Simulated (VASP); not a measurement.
Data:

```
TiO2
1.0
    2.80574     0.00000     0.00000
   -1.40287     2.42985     0.00000
    0.00000     0.00000    16.28124
Ti O
1 2
Direct
  0.00000   0.00000   0.50000
  0.33333   0.66667   0.57006
  0.66667   0.33333   0.42994
```

Computed with PBE GGA, VASP's PBE PAW potentials (set 64) (plane waves; VASP 6.6.1). Settings: 400 eV cut-off, 13×13×1 Γ-centred mesh, Fermi-Dirac smearing of 0.10 eV, potentials Ti_sv O.

At this cut-off the stress carries a Pulay error, which pulls relaxed volumes low. The cell holds a wide vacuum, so values per volume refer to the whole cell.

Q: Give the force on each atom (eV/Å).

A: 
```
atom     Fx     Fy      Fz
----  -----  -----  ------
Ti1   0.000  0.000   0.000
O2    0.000  0.000  -2.052
O3    0.000  0.000   2.052
```

Q: Give the stress tensor in GPa (positive for a compressed cell).

A: 
```
 4.80   0.00   0.00
 0.00   4.80   0.00
 0.00   0.00  -8.71
```
The pressure is its mean diagonal, 0.30 GPa.

The cell is a sheet with vacuum, built from a generated structure.
